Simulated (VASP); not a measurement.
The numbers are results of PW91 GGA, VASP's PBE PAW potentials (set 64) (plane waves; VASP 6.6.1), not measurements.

A VASP calculation is set up with these files.

### INCAR
```
SYSTEM = PtAl2
PREC = Accurate
ENCUT = 520
EDIFF = 1E-7
NELM = 100
ALGO = Normal
LREAL = .FALSE.
LASPH = .TRUE.
ISMEAR = 1
SIGMA = 0.1
GGA = 91
LMAXMIX = 6
LWAVE = .FALSE.
LCHARG = .FALSE.
ISIF = 2
```

### KPOINTS
```
K-points
0
G
 9 9 9
0 0 0
```

File POSCAR:
```
PtAl2
1
    0.0000000000     3.0333459252     3.0333459252
    3.0333459252     0.0000000000     3.0333459252
    3.0333459252     3.0333459252     0.0000000000
Al Pt
2 1
Direct
  0.2500000000   0.2500000000   0.2500000000
  0.7500000000   0.7500000000   0.7500000000
  0.0000000000   0.0000000000   0.0000000000
```

POTCAR, in this order: Al Pt (PBE.64 set). Program: vasp_std.

The run wrote:

File OSZICAR:
```
       N       E                     dE             d eps       ncg     rms          rms(c)
DAV:   1     0.508281948200E+02    0.50828E+02   -0.66097E+03   856   0.112E+03
DAV:   2    -0.147214721609E+02   -0.65550E+02   -0.58587E+02   992   0.183E+02
DAV:   3    -0.167443128440E+02   -0.20228E+01   -0.19894E+01  1068   0.318E+01
DAV:   4    -0.167629092441E+02   -0.18596E-01   -0.18590E-01  1000   0.364E+00
DAV:   5    -0.167632268432E+02   -0.31760E-03   -0.31757E-03  1072   0.496E-01    0.810E+00
DAV:   6    -0.162973687052E+02    0.46586E+00   -0.29435E+00   964   0.165E+01    0.191E+00
DAV:   7    -0.162080327454E+02    0.89336E-01   -0.26747E-01   944   0.524E+00    0.153E+00
DAV:   8    -0.161782798913E+02    0.29753E-01   -0.40263E-02   976   0.194E+00    0.259E-01
DAV:   9    -0.161781956485E+02    0.84243E-04   -0.23582E-03   976   0.471E-01    0.172E-01
DAV:  10    -0.161783380986E+02   -0.14245E-03   -0.32605E-04   944   0.154E-01    0.194E-02
DAV:  11    -0.161783343969E+02    0.37017E-05   -0.21915E-05  1028   0.482E-02    0.930E-03
DAV:  12    -0.161783356151E+02   -0.12182E-05   -0.42171E-06   904   0.154E-02    0.177E-03
DAV:  13    -0.161783355467E+02    0.68351E-07   -0.41306E-07  1024   0.635E-03
   1 F= -.16178336E+02 E0= -.16178841E+02  d E =0.151570E-02
```

OUTCAR:
```
------------------------ aborting loop because EDIFF is reached ----------------------------------------
  FORCE on cell =-STRESS in cart. coord.  units (eV):
  Direction    XX          YY          ZZ          XY          YZ          ZX
  --------------------------------------------------------------------------------------
  Total       -2.3279835     -2.3279835     -2.3279835      0.0000000     -0.0000000     -0.0000000
  in kB      -66.8181843    -66.8181843    -66.8181843      0.0000000     -0.0000000     -0.0000000
  external PRESSURE =     -66.8181843 kB  Pullay stress =       0.0000000 kB
  volume of cell :       55.82
      direct lattice vectors                 reciprocal lattice vectors
     0.000000000  3.033345925  3.033345925    -0.164834481  0.164834481  0.164834481
     3.033345925  0.000000000  3.033345925     0.164834481 -0.164834481  0.164834481
     3.033345925  3.033345925  0.000000000     0.164834481  0.164834481 -0.164834481
 POSITION                                       TOTAL-FORCE (eV/Angst)
 -----------------------------------------------------------------------------------
      1.51667      1.51667      1.51667         0.000000     -0.000000     -0.000000
      4.55002      4.55002      4.55002        -0.000000      0.000000      0.000000
      0.00000      0.00000      0.00000        -0.000000     -0.000000     -0.000000
 -----------------------------------------------------------------------------------
    total drift:                                0.000000     -0.000000      0.000000
  FREE ENERGIE OF THE ION-ELECTRON SYSTEM (eV)
  ---------------------------------------------------
  free  energy   TOTEN  =       -16.1783355467 eV

  energy  without entropy=      -16.1798512463  energy(sigma->0) =      -16.17884078
```
(Selected blocks of OUTCAR.)

File OUTCAR:
```
 val. band max:        7.0060712801   @ k =   0.4444   0.3333   0.1111

 cond. band min:       7.1519030555   @ k =  -0.4444   0.2222   0.0000


 Fermi energy:         7.1180418598

 k-point     1 :       0.0000    0.0000    0.0000
  band No.  band energies     occupation
      1      -2.6810      2.00000
      2       2.3274      2.00000
      3       2.3274      2.00000
      4       2.3274      2.00000
      5       3.6031      2.00000
      6       3.6031      2.00000
      7       9.3456      0.00000
      8      10.7651      0.00000
      9      10.7651      0.00000
     10      10.7651      0.00000
     11      11.9949      0.00000
     12      11.9949      0.00000

 k-point     2 :       0.1111    0.0000    0.0000
  band No.  band energies     occupation
      1      -2.5216      2.00000
      2       2.2230      2.00000
      3       2.3794      2.00000
      4       2.3794      2.00000
      5       3.5863      2.00000
      6       3.5863      2.00000
      7       8.7687     -0.00000
      8       9.7576      0.00000
      9      10.2511      0.00000
     10      10.2511      0.00000
     11      12.5156      0.00000
     12      12.5157      0.00000

 k-point     3 :       0.2222    0.0000    0.0000
  band No.  band energies     occupation
      1      -2.0569      2.00000
      2       1.9651      2.00000
      3       2.5000      2.00000
      4       2.5000      2.00000
      5       3.5764      2.00000
      6       3.5764      2.00000
      7       6.6523      2.00000
      8       9.3995      0.00000
      9       9.3995      0.00000
     10      10.1482      0.00000
     11      12.1976      0.00000
     12      12.2800      0.00000

 k-point     4 :       0.3333    0.0000    0.0000
  band No.  band energies     occupation
      1      -1.3464      2.00000
      2       1.6407      2.00000
      3       2.6004      2.00000
      4       2.6004      2.00000
      5       3.6498      2.00000
      6       3.6498      2.00000
...
```

Unless said otherwise, spin-orbit coupling is left out, though it shifts the bands of the heavy elements here.

The compound is PtAl2 in the fluorite structure. This cell is one point of a volume scan, at 1.06 of the reference volume.
